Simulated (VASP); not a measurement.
Write the native input for VASP 6.6.1 that does the following.

```
Task                   : relaxation of the atoms
Functional             : PBEsol
Potentials or basis    : VASP PAW PBE potentials, release 64 (Ti_sv, C)
Cutoff                 : 520 eV
k mesh                 : 12 × 12 × 1
Occupations            : methfessel-paxton, width 0.1 eV
Spin                   : no spin polarisation
Dipole correction      : yes
Further INCAR settings : ALGO = Normal; EDIFF = 1e-07; IBRION = 2; EDIFFG = -0.015; NSW = 100
```

The structure of TiC lies in POSCAR:

```
TiC
1.0
    3.0537113450      0.0000000000      0.0000000000
   -3.0537113450      4.3186000000      0.0000000000
    0.0000000000      0.0000000000     19.0537113450
Ti C
3 3
Direct
    0.0000000000      0.5000000000      0.4198657078
    0.0000000000      1.0000000000      0.5000000000
    0.0000000000      0.5000000000      0.5801342922
    0.5000000000      1.0000000000      0.4198657078
    0.5000000000      0.5000000000      0.5000000000
    0.5000000000      1.0000000000      0.5801342922
```

One way to write it, as run:

INCAR

```
  PREC = Accurate
  ENCUT = 520
  EDIFF = 1E-7
  ISMEAR = 1
  SIGMA = 0.1
  LREAL = False
  LASPH = True
  NELM = 60
  ALGO = Normal
  ISIF = 2
  LWAVE = False
  LCHARG = False
  LDIPOL = True
  IDIPOL = 3
  DIPOL = 0.5 0.5 0.500
  GGA = PS
  IBRION = 2
  NSW = 100
  EDIFFG = -0.015
  KPAR = 8
```

KPOINTS

```
Automatic mesh
0
Gamma
  12 12 1
```

Potentials or basis: VASP PAW PBE potentials, release 64 (Ti_sv, C).

Run with:

```console
$ cat potpaw_PBE.64/Ti_sv/POTCAR potpaw_PBE.64/C/POTCAR > POTCAR
$ mpirun -np 8 vasp_std > vasp.out
```

It gave:

```json
{
  "Energy gained by relaxing": "46.7 meV/atom",
  "Ionic steps": "8",
  "Band gap on the k mesh": "none (metal or under the smearing width)"
}
```

Wall time 6.4 min on 8 MPI ranks on AMD EPYC 9R45 96-Core Processor (Zen 5), on a shared host, peak memory 0.59 GiB a rank.
